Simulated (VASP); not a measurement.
Data:

```
Zn
1.0
    1.25220    -2.16888     0.00000
    1.25220     2.16888     0.00000
    0.00000     0.00000     4.24458
Zn
2
Direct
  0.33333   0.66667   0.25000
  0.66667   0.33333   0.75000
```

The numbers are results of PBEsol GGA, VASP's PBE PAW potentials (set 64) (plane waves; VASP), not measurements. Numerical set-up: 500 eV cut-off, 17×17×9 Γ-centred mesh, first-order Methfessel-Paxton smearing of 0.10 eV, potentials Zn.

Energy and stress use the plane-wave basis of the starting cell.

Task: The ions, cell shape and volume at an external pressure of 45.0 GPa are relaxed. What does this cell relax into?

Result: 
```
Zn
1.0
    1.23153    -2.13307     0.00000
    1.23153     2.13307     0.00000
    0.00000     0.00000     4.13981
Zn
2
Cartesian
  1.23153   0.71102   1.03495
  1.23153  -0.71102   3.10486
```
Space group P6_3/mmc (194), at a tolerance of 0.03 Å.

Task: How do energy and volume change from the first to the last step?

Result: The energy (σ→0) changes by +151.4 meV/atom and the volume by -5.7 %, in 9 ionic steps.

The compound is Zn in the hcp structure. This run relaxes it under an external pressure of 45 GPa. Symmetry was kept, so distortions that lower it aren't found.
